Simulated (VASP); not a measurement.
Input:

```xyz
2
Lattice="0.0000 2.7985 2.7985 2.7985 0.0000 2.7985 2.7985 2.7985 0.0000" Properties=species:S:1:pos:R:3 pbc="T T T"
Ag     0.0000     0.0000     0.0000
Cl     2.7985     2.7985     2.7985
```

These are PBE GGA, VASP's PBE PAW potentials (set 64) (plane waves; VASP 6.6.1) values and carry that method's errors. Numerical set-up: 400 eV cut-off, Gaussian smearing of 0.050 eV, potentials Ag Cl.

Question: Estimate the band gap (along the path) with the smallest direct gap where there is one.

Answer: 
| Quantity | Result |
|---|---|
| band gap (along the path) | 0.92 eV |
| smallest direct gap (along the path) | 2.91 eV |

Only differences to runs with the same potentials and settings are physical.

The compound is AgCl in the rock salt structure. It was relaxed first.
